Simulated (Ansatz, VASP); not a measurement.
**C (Graphite): VASP beside Ansatz**

Wanted: the spread between two codes on one cell, functional and k mesh. The cell is taken from a series of VASP runs on this material, whose earlier steps may have relaxed, scaled or displaced it; both programs get it as it stands.

Method: plane waves, with VASP 6.6.1 beside it; zone-centre phonons at PBE with D3(BJ), in Ansatz 0.2.0.

### Step 1. Starting point

It takes space group P6_3/mmc (No. 194, hexagonal). Conventional cell: a = 2.466 Å, b = 2.466 Å, c = 6.716 Å, α = 90.00°, β = 90.00°, γ = 120.00°. Nearest to C lie 3 C at 1.42 Å. Nearest to C lie 3 C at 1.42 Å.

### Step 2. Ansatz: zone-centre phonons, PBE with D3(BJ)

Ansatz runs on its default PAW (the set named soft_2) files.

Second derivatives magnify differences that forces hide, and they need a tight electronic threshold.

input.yaml

```yaml
crystal:
  lattice:
    - [2.4664392422, 0.0, 0.0]
    - [-1.2332196211, 2.1359990406, 0.0]
    - [0.0, 0.0, 6.7160976991]
  atoms:
    - { symbol: C, position: [0.0, 0.0, 0.25] }
    - { symbol: C, position: [0.0, 0.0, 0.75] }
    - { symbol: C, position: [0.3333333333, 0.6666666667, 0.25] }
    - { symbol: C, position: [0.6666666667, 0.3333333333, 0.75] }
hamiltonian:
  xc: pbe
  pseudopotentials: { kind: paw }
  dispersion: d3bj
kpoints:
  mp_grid: { grid: [20, 20, 7] }
scf:
  occupations: { method: gaussian, width: 0.05 }
phonons:
  method: dfpt
  qpoints: [[0, 0, 0]]
```

Command:

```
> ansatz run input.yaml --threads 4 --pin off --max-ram 9216MiB --backend cpu --events-out ev --progress --plain --runs-dir out
```

Numbers of over 12 decimals in the logs are rounded to 6 here.

Output:

```text
zone centre: on kpoints.mp_grid the ground state, and the responses unless they are solved on pairs of k-points, stand on 444 of the mesh's 2800 k-points, reduced under 4 symmetry operations, with k and −k counted as one. Each operation leaves every solved displacement unchanged or reverses it
Engine: ansatz 0.2.0, x86_64-unknown-linux-gnu
Pseudopotentials: kind: paw
Pseudopotential: C, paw, valence charge 4, recommended cutoff 420 eV (normal), C.paw.azcp
Functional definition: PBE
  parameter kappa = 0.804
  parameter beta = 0.066725
  exchange = pbe_x(kappa = kappa, mu = beta*pi^2/3)
  correlation = pbe_c(beta = beta)
Crystal: 4 atoms, lattice volume = 35.382 Å³
Basis set: ecut = 420 eV, 665 PW (Γ), exchange–correlation on 36×36×96 points (8 copies of the dense FFT grid, shifted against one another)
Bands: 12, of which v1, the nominal top of the filled ones, is band 8 counted from 1 (7 counted from 0)
Symmetry: 24 space group operations
k-points: 444 of 2800 (irreducible under 4 space group operations, time reversal used)
Non-local potential: C, projectors of the file, l = 0: 2, l = 1: 2, l = 2: 1
PAW form: soft (Blöchl's): semilocal exchange-correlation on the pseudo side does not see the compensation charge
PAW one-centre angular grid: C, 110 points (default); XC on 64 Gauss nodes
Initial density: superposition of atomic densities (neutral atoms: chi_scale 0, normalization atom), corrected by the library's trained network
Initial wavefunctions: pseudopotential atomic-orbital guess
Functional: x = pbe(κ = 0.804, μ = 0.219515), c = pbe(β = 0.066725)
SCF iter   1: F=—  HF=-1004.340431 eV  |F-HF|=—  |Δ(HF+E_count)|=         —  Δρ=2.62e-3  dr2=1.98e-3  ethr=1.77e-3  ⟨swp⟩=6.0  Hψ=29442  notcnv=0
preconditioner: auto → none  [insulator: Δε(μ)=0.596 eV  Ē_g=15.719 eV  σ=0.050 eV  W_gap=1.00  n_scr=4 (ndim 8)  ℏωp=25.0 eV  f_vac=0.000  D(μ)=0.00/eV (n_scr^D=0)  ε∞_Penn≈3.5]
SCF iter   2: F=—  HF=-1004.340729 eV  |F-HF|=—  |Δ(HF+E_count)|=   2.98e-4  Δρ=1.08e-3  dr2=1.95e-4  ethr=1.24e-5  ⟨swp⟩=2.5  Hψ=12432  notcnv=0
SCF iter   3: F=—  HF=-1004.340965 eV  |F-HF|=—  |Δ(HF+E_count)|=   2.36e-4  Δρ=4.87e-4  dr2=4.76e-5  ethr=1.22e-6  ⟨swp⟩=2.0  Hψ=8818  notcnv=0
SCF iter   4: F=—  HF=-1004.340982 eV  |F-HF|=—  |Δ(HF+E_count)|=   1.67e-5  Δρ=1.85e-4  dr2=2.62e-6  ethr=2.97e-7  ⟨swp⟩=2.5  Hψ=8892  notcnv=0
SCF iter   5: F=—  HF=-1004.340996 eV  |F-HF|=—  |Δ(HF+E_count)|=   1.41e-5  Δρ=1.63e-5  dr2=2.70e-8  ethr=1.63e-8  ⟨swp⟩=2.1  Hψ=8856  notcnv=0
SCF iter   6: F=—  HF=-1004.340996 eV  |F-HF|=—  |Δ(HF+E_count)|=   6.05e-8  Δρ=2.23e-6  dr2=6.91e-10  ethr=1.69e-10  ⟨swp⟩=2.1  Hψ=8918  notcnv=0
SCF iter   7: F=—  HF=-1004.340996 eV  |F-HF|=—  |Δ(HF+E_count)|=   2.43e-9  Δρ=4.31e-7  dr2=5.17e-11  ethr=4.32e-12  ⟨swp⟩=2.1  Hψ=8894  notcnv=0
SCF iter   8: F=-1004.340996 eV  HF=-1004.340996 eV  |F-HF|=3.41e-13  |Δ(HF+E_count)|=  1.11e-11  Δρ=4.37e-8  dr2=4.27e-13  ethr=1.00e-12  ⟨swp⟩=5.8  Hψ=22343  notcnv=0
SCF 1 converged in 8 iterations: F = -1004.340996 eV  dr2 = 4.27e-13
  greatest PAW one-centre occupation: 0.672 electrons in one spin orbital (limit 2), on the C atom at site 1 (counted from 0), in its partial waves of l = 0
DFPT response loops at Γ: preconditioner auto → Resta (q_TF=auto, 2.390 Å⁻¹)  ε∞=10.0 (no band partly filled); β = 1.00, the filter's whole step (`scf.mixing.beta` (0.50) is not read by the response loops at its default; to damp them type it under 1.00, their step now; it binds the ground state too); Broyden in place of MSR1
SCF converged after 8 iterations
Free energy (F): -1004.340996 eV
Harris-Foulkes:  -1004.340996 eV  (|F-HF|=3.41e-13)
Internal energy: -1004.340996 eV  (E = F + TS)
E sigma→0 (E₀):  -1004.340996 eV
Fermi energy:    6.986031 eV
--- Per-component energies (eV) ---
  E_band       = -34.576707
  E_kinetic    = 363.581288
  E_local      = -611.447676  (includes V_loc(G=0)·N_el)
  E_nonlocal   = 109.171782
  E_hartree    = 184.539783
  E_xc         = -192.026434
  E_vxc        = -237.766874  (∫ρ·V_xc dr)
  E_paw        = -397.360332  (= ΣΔE_a)
  E_vpaw       = -27.194824  (= ΣTr[D̂ρ^β])
  E_aug_tail   = 0.000030  (compensation charges beyond the density's cutoff)
  E_ewald      = -460.174762
  E_disp       = -0.624675  (pairwise vdW)
  E_smearing   = -0.000000  (= −TS)
  E_closure    = 0.000000  (closes the sum)
  Σ components = -1004.340996   (vs F -1004.340996, Δ=0.00e0)
--- Band table (eV; the first three rows and the last of 444) ---
  k-point 0: bands = [... 4 lower, 3.9373, 3.9373, 3.9550, 3.9550, 11.2456, 15.2883, 15.2883, 15.3381]
  k-point 1: bands = [... 4 lower, 3.9382, 3.9382, 3.9542, 3.9542, 11.4955, 15.2908, 15.2908, 15.3362]
  k-point 2: bands = [... 4 lower, 3.9408, 3.9408, 3.9516, 3.9516, 12.2009, 15.2979, 15.2979, 15.3285]
  k-point 443: bands = [... 4 lower, -1.9796, -1.9671, 4.0638, 4.3803, 9.7053, 9.8377, 17.2982, 17.6693]
--- Phonons (Γ-DFPT): 4 representative perturbations + reference, on 444 of 2800 k-points (Σ response iterations 12) ---
  k mesh reduced under 4 symmetry operations, with k and −k counted as one. Each operation leaves every solved displacement unchanged or reverses it
  ASR residual: 4.751e-5 → 0.000e0 eV/Å²; symmetrization residual: 1.550e-7 eV/Å²
  pairwise dispersion correction: d3bj (s6 = 1.0, s8 = 0.7875, a1 = 0.4289, a2_bohr = 4.4407), with the weights of each atom's references fixed at the reference crystal's, and the forces and stress that the weights' published response gives there kept as a pressure on the atom's counted neighbours (hamiltonian.dispersion)
  ASR residual per site (eV/Å²): 4.75e-5 4.75e-5 3.22e-5 3.22e-5
  Γ frequencies (cm⁻¹): 0.00 0.00 0.00 41.22 41.22 123.44 866.84 870.92 1561.18 1561.18 1568.66 1568.66
  non-analytic LO–TO correction: not included (Born effective charges unavailable; polar crystals: no LO–TO splitting at Γ)
--- Phonons (arbitrary-q DFPT): 1 explicit q-point ---
  q = [0, 0, 0] (of the zone-centre solve; hermiticity 5.73e-9, symmetrization 3.02e-15): -0.00 0.00 0.00 41.22 41.22 123.44 866.84 870.92 1561.18 1561.18 1568.66 1568.66
  sum rule: each row above includes the acoustic sum rule's correction from the zone centre's row sums; it moved no ω² by more than (1.04 cm⁻¹)²
```

It took 6.7 s on 4 threads of AMD EPYC 9B45 (Zen 5), shared host; peak memory 0.92 GiB.

Reading the cycles: dr2 is the Hartree energy of the density residual (eV), the measure of convergence; HF is the Harris–Foulkes estimate of the energy, which meets the free energy F at convergence.

(Continued in part 2 of 2.)

[Lines on the potential files, build, host, timing and source positions are cut from VASP's logs without a mark.]

[Logs are printed without paths, hosts, clocks, repeated set-up lines and the standing remarks that a program may print on its own settings, such as how far it seeks lower states.]

[Hosts, paths, dates, database ids (printed as entryN), source tags and the programs' standing remarks are cut or masked in the printed files.]
